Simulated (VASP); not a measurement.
Given:

```
TiGe2
1.0
   -1.67847     1.67847     4.25868
    1.67847    -1.67847     4.25868
    1.67847     1.67847    -4.25868
Ti Ge
1 2
Direct
  0.00000   0.00000   0.00000
  0.33657   0.33657   0.00000
  0.66343   0.66343   0.00000
```

Computed with r2SCAN meta-GGA, VASP's PBE PAW potentials (set 64) (plane waves; VASP). Numerical set-up: 400 eV cut-off, 14×14×14 Γ-centred mesh, tetrahedra with Blöchl corrections, potentials Ti_sv Ge_d.

The cores are frozen, which limits the accuracy of field gradients.

**Question.** Give the principal components of the electric field gradient (V/Å²) and the asymmetry η at each nucleus.

**Answer.** 
| atom | Vxx | Vyy | Vzz | η |
|---|---|---|---|---|
| Ti1 | -5.9 | -5.9 | 11.8 | 0.00 |
| Ge2 | -4.7 | -4.7 | 9.5 | 0.00 |
| Ge3 | -4.7 | -4.7 | 9.5 | 0.00 |

The structure was generated: TiGe2 was put into the MoSi2 type (I4/mmm), which need not be its known phase. It was relaxed first, which changed the volume by +7 %.
